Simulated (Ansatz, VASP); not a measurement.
## Pb2SeO in two plane-wave programs

One calculation is typed for both programs; each brings its own data sets. How far apart do they land? The cell is generated by rule, not measured, and may not be a known phase. The cell is taken from a series of runs on this material, whose earlier steps may have relaxed, scaled, displaced or heated it; both programs get it as it stands.

Method: plane waves, with VASP 6.6.1 beside it; relaxation of cell and atoms at PBEsol, in Ansatz 0.2.0.

The structure was built from a prototype and need not be the compound's stable phase.

### Step 1. The structure

The structure is orthorhombic, space group Amm2 (No. 38). The conventional cell has a = 3.870 Å, b = 3.729 Å, c = 13.013 Å, α = 90.00°, β = 90.00°, γ = 90.00°. Nearest to Pb lie 4 O at 2.75 Å and 2 Se at 3.04 Å. Nearest to Pb lie 1 O at 2.26 Å and 4 Se at 2.97 Å. Se has 6 Pb at 2.97 to 3.04 Å nearest. O has 5 Pb at 2.26 to 2.75 Å nearest. Farther neighbours and most contacts between anions are not listed.

Coordinates:

```xyz
4
Lattice="1.8644 -6.5064 0.0000 1.8644 6.5064 0.0000 0.0000 0.0000 3.8696" Properties=species:S:1:pos:R:3 pbc="T T T"
Pb    1.8644   -1.3760    2.9022
Pb    1.8644    2.2999    0.9674
Se    1.8644   -5.4832    2.9022
O     1.8644    4.5593    0.9674
```

### Step 2. VASP: relaxation of cell and atoms, PBEsol

The relaxed volume is the usual yardstick between codes: in a stiff, nearly cubic crystal its relative difference is about their pressure difference at one cell divided by the bulk modulus.

Lines of VASP's logs that name or quote its potential files are left out, and so is its time.

INCAR

```
SYSTEM = Pb2SeO
PREC = Accurate
ENCUT = 600
EDIFF = 1E-07
NELM = 120
ISMEAR = 0
SIGMA = 0.02
LREAL = .FALSE.
ALGO = Normal
GGA = PS
NBANDS = 26
LORBIT = 11
LWAVE = .FALSE.
LCHARG = .FALSE.
ISIF = 3
IBRION = 2
NSW = 80
EDIFFG = -0.005
LASPH = .TRUE.
GGA_COMPAT = .FALSE.
NELMIN = 4
EFERMI = MIDGAP
KPAR = 2
```

POSCAR

```
Pb2SeO
1.0
    1.8643990000     -6.5064030000      0.0000000000
    1.8643990000      6.5064030000      0.0000000000
    0.0000000000      0.0000000000      3.8696390000
Pb Se O
2 1 1
Direct
    0.6057439110      0.3942560890      0.7499999354
    0.3232562600      0.6767437400      0.2500000646
    0.9213679202      0.0786320798      0.7499999354
    0.1496319088      0.8503680912      0.2500000646
```

KPOINTS

```
Automatic mesh
0
Gamma
8 8 8
0 0 0
```

PAW data sets: Pb_d, Se and O (PBE family, release 64).

Command:

```sh
> mpirun -np 2 vasp_std
```

Numbers of over 12 decimals in the logs are rounded to 6 here.

What it wrote:

```text
[banner, memory and clock lines left out]
running    2 mpi-ranks, on    1 nodes
 distrk:  each k-point on    1 cores,    2 groups
 distr:  one band on    1 cores,    1 groups

 POSCAR found type information on POSCAR PbSeO
 POSCAR found :  3 types and       4 ions
|                                                                             |
|               ----> ADVICE to this user running VASP <----                  |
|                                                                             |
|     You enforced a specific xc type in the INCAR file but a different       |
|     [... a line on the potential file left out ...]
|     I HOPE YOU KNOW WHAT YOU ARE DOING!                                     |
|                                                                             |

 LDA part: xc-table for (Slater+PW92), standard interpolation
 POSCAR, INCAR and KPOINTS ok, starting setup
 FFT: planning ... GRIDC
 FFT: planning ... GRID_SOFT
 FFT: planning ... GRID
 WAVECAR not read
 entering main loop
       N       E                     dE             d eps       ncg     rms          rms(c)
DAV:   1     0.456274115282E+03    0.45627E+03   -0.21266E+04  5460   0.192E+03
DAV:   2     0.361404682435E+02   -0.42013E+03   -0.41042E+03  5502   0.467E+02
DAV:   3    -0.192576169385E+02   -0.55398E+02   -0.53887E+02  7280   0.182E+02
DAV:   4    -0.218727230216E+02   -0.26151E+01   -0.26012E+01  6438   0.396E+01
DAV:   5    -0.219490321001E+02   -0.76309E-01   -0.76246E-01  6626   0.724E+00    0.909E+00
DAV:   6    -0.198308069686E+02    0.21182E+01   -0.15871E+01  8124   0.291E+01    0.697E+00
DAV:   7    -0.193113132815E+02    0.51949E+00   -0.53522E+00  6798   0.128E+01    0.220E+00
DAV:   8    -0.192928522683E+02    0.18461E-01   -0.63443E-01  6014   0.488E+00    0.974E-01
DAV:   9    -0.192837112190E+02    0.91410E-02   -0.71911E-02  7934   0.206E+00    0.439E-01
DAV:  10    -0.192830529020E+02    0.65832E-03   -0.19570E-02  7162   0.111E+00    0.849E-02
DAV:  11    -0.192832451572E+02   -0.19226E-03   -0.12820E-03  7310   0.249E-01    0.335E-02
DAV:  12    -0.192832761168E+02   -0.30960E-04   -0.11657E-04  7172   0.108E-01    0.141E-02
DAV:  13    -0.192832739201E+02    0.21967E-05   -0.17373E-05  7986   0.291E-02    0.877E-03
DAV:  14    -0.192832739324E+02   -0.12271E-07   -0.13730E-05  7490   0.231E-02    0.489E-03
DAV:  15    -0.192832735929E+02    0.33944E-06   -0.21363E-06  7596   0.105E-02    0.111E-03
DAV:  16    -0.192832735836E+02    0.93223E-08   -0.28491E-07  5412   0.328E-03
   1 F= -.19283274E+02 E0= -.19283274E+02  d E =-.192833E+02
[...]
2 F= -.19283336E+02 E0= -.19283336E+02  d E =-.622976E-04
[...]
3 F= -.19283338E+02 E0= -.19283338E+02  d E =-.643713E-04
[...]
4 F= -.19283353E+02 E0= -.19283353E+02  d E =-.147891E-04
[...]
5 F= -.19283353E+02 E0= -.19283353E+02  d E =-.150868E-04
[...]
6 F= -.19283360E+02 E0= -.19283360E+02  d E =-.702151E-05
 trial-energy change:   -0.000007  1 .order   -0.000007   -0.000009   -0.000006
 step:   3.2179(harm=  3.2179)  dis= 0.00125  next Energy=   -19.283366 (dE=-0.129E-04)
 bond charge predicted
       N       E                     dE             d eps       ncg     rms          rms(c)
DAV:   1    -0.192834202889E+02   -0.60154E-04   -0.10942E-02  6678   0.664E-01    0.450E-02
DAV:   2    -0.192833915465E+02    0.28742E-04   -0.38927E-04  7604   0.174E-01    0.267E-02
DAV:   3    -0.192833644127E+02    0.27134E-04   -0.53969E-05  7688   0.759E-02    0.586E-03
DAV:   4    -0.192833642375E+02    0.17515E-06   -0.11370E-05  7724   0.310E-02    0.273E-03
DAV:   5    -0.192833640370E+02    0.20054E-06   -0.11003E-06  6142   0.103E-02    0.131E-03
DAV:   6    -0.192833640131E+02    0.23849E-07   -0.22555E-07  3702   0.404E-03
   7 F= -.19283364E+02 E0= -.19283364E+02  d E =-.109714E-04
 curvature:  -2.21 expect dE=-0.618E-05 dE for cont linesearch -0.163E-06
 trial: gam= 0.42236 g(F)=  0.123E-05 g(S)=  0.157E-05 ort =-0.902E-06 (trialstep = 0.152E+01)
 search vector abs. value=  0.400E-05
 reached required accuracy - stopping structural energy minimisation
```

From OUTCAR (step 2):

```text
ion  position               nearest neighbor table
   1  0.606  0.394  0.750-   4 2.75   4 2.75   4 2.75   4 2.75   3 3.04   3 3.04   2 3.90   2 3.90
                             2 3.90   2 3.90
   2  0.323  0.677  0.250-   4 2.26   3 2.97   3 2.97   3 2.97   3 2.97   1 3.90   1 3.90   1 3.90
                             1 3.90
   3  0.921  0.079  0.750-   2 2.97   2 2.97   2 2.97   2 2.97   1 3.04   1 3.04
   4  0.150  0.850  0.250-   2 2.26   1 2.75   1 2.75   1 2.75   1 2.75

  LATTYP: Found a base centered orthorhombic cell.
 ALAT       =     3.7287980000
 B/A-ratio  =     3.4898125348
 C/A-ratio  =     1.0377711531

 Subroutine GETGRP returns: Found  4 space group operations
 (whereof  2 operations were pure point group operations)

The static configuration has the point symmetry C_1h.
 The point group associated with its full space group is C_2v.

 Found    105 irreducible k-points:

   k-points           NKPTS =    105   k-points in BZ     NKDIM =    105   number of bands    NBANDS=     26

   dimension x,y,z NGX =    54 NGY =   54 NGZ =   32
   dimension x,y,z NGXF=   108 NGYF=  108 NGZF=   64

   ENCUT  =  600.0 eV  44.10 Ry    6.64 a.u.  13.52 13.52  7.73*2*pi/ulx,y,z

   NELECT =      40.0000    total number of electrons

 k-points in reciprocal lattice and weights: Automatic mesh
   0.00000000  0.00000000  0.00000000       0.002
   0.12500000  0.00000000  0.00000000       0.008
   0.25000000  0.00000000  0.00000000       0.008
   0.37500000  0.00000000  0.00000000       0.008
   0.50000000  0.00000000  0.00000000       0.004
   0.12500000  0.12500000  0.00000000       0.004
   0.25000000  0.12500000  0.00000000       0.008
   0.37500000  0.12500000  0.00000000       0.008
   0.50000000  0.12500000  0.00000000       0.008
[...]
-0.37500000  0.37500000  0.50000000       0.004
   0.50000000  0.50000000  0.50000000       0.002

 average (electrostatic) potential at core
       1 -91.6262       2 -91.3387       3 -52.3547       4 -69.1044

 E-fermi :   5.8522

 k-point     1 :       0.0000    0.0000    0.0000
  band No.  band energies     occupation
    ...
     16       2.9062      2.00000
     17       3.0819      2.00000
     18       3.6513      2.00000
     19       3.7592      2.00000
     20       3.8239      2.00000
     21       7.7194      0.00000
     22       9.9086      0.00000
     23       9.9612      0.00000
     24      10.0600      0.00000
     25      11.0432      0.00000
    ...

 k-point     2 :       0.1250    0.0000    0.0000
  band No.  band energies     occupation
    ...
     16       2.5772      2.00000
     17       3.0194      2.00000
     18       3.4419      2.00000
     19       3.9136      2.00000
     20       4.5933      2.00000
     21       7.4471      0.00000
     22       9.4341      0.00000
     23      10.0409      0.00000
     24      10.0430      0.00000
     25      10.8465      0.00000
    ...

 k-point     3 :       0.2500    0.0000    0.0000
  band No.  band energies     occupation
    ...
     16       2.8758      2.00000
     17       2.8793      2.00000
     18       3.7450      2.00000
     19       4.1649      2.00000
     20       4.7833      2.00000
     21       7.0348      0.00000
     22       8.5291      0.00000
     23       9.8142      0.00000
     24       9.8462      0.00000
     25      10.3080      0.00000
    ...

  Total       -0.0074362      0.0074296      0.0044478      0.0000000      0.0000000      0.0000000
  in kB       -0.1269414      0.1268294      0.0759275      0.0000000      0.0000000      0.0000000
  external PRESSURE =       0.0252718 kB  Pullay stress =       0.0000000 kB

  energy-cutoff  :      600.00
  volume of cell :       93.85
      direct lattice vectors                 reciprocal lattice vectors
     1.864138130 -6.516435372  0.000000000     0.268220467 -0.076729066  0.000000000
     1.864138130  6.516435372  0.000000000     0.268220467  0.076729066  0.000000000
     0.000000000  0.000000000  3.863127047     0.000000000  0.000000000  0.258857653

 POSITION                                       TOTAL-FORCE (eV/Angst)
 -----------------------------------------------------------------------------------
      1.86414     -1.37938      2.89735         0.000000      0.003848      0.000000
      1.86414      2.30310      0.96578         0.000000     -0.000992      0.000000
      1.86414     -5.49179      2.89735         0.000000     -0.003091      0.000000
      1.86414      4.56807      0.96578         0.000000      0.000236      0.000000
 -----------------------------------------------------------------------------------
    total drift:                               -0.000000      0.000332     -0.001018

  FREE ENERGIE OF THE ION-ELECTRON SYSTEM (eV)
  ---------------------------------------------------
  free  energy   TOTEN  =       -19.2833640131 eV

  energy  without entropy=      -19.2833640131  energy(sigma->0) =      -19.28336401

 reached required accuracy - stopping structural energy minimisation

 total charge
# of ion       s       p       d       tot
------------------------------------------
    1        1.469   0.462   9.839  11.770
    2        1.445   0.628   9.851  11.924
    3        1.483   2.319   0.024   3.825
    4        1.582   3.255   0.000   4.838
--------------------------------------------------
tot          5.979   6.664  19.714  32.357

[... 3 further parts left out ...]
```

CONTCAR:

```
Pb2SeO
   1.00000000000000
     1.8641381297389972   -6.5164353722654482    0.0000000000000000
     1.8641381297389972    6.5164353722654482    0.0000000000000000
     0.0000000000000000    0.0000000000000000    3.8631270471162877
  Pb              Se              O
     2     1     1
Direct
     0.6058388914388929    0.3941611085611071    0.7499999353999982
     0.3232849500471514    0.6767150499528487    0.2500000646000018
     0.9213802017623044    0.0786197982376957    0.7499999353999982
     0.1494959567516514    0.8505040432483485    0.2500000646000018
```

(Part 1 of 2 ends here.)

[Lines on the potential files, build, host, timing and source positions are cut from VASP's logs without a mark.]

[Logs are printed without paths, hosts, clocks, repeated set-up lines and the standing remarks that a program may print on its own settings, such as how far it seeks lower states.]

[Hosts, paths, dates, database ids (printed as entryN), source tags and the programs' standing remarks are cut or masked in the printed files.]
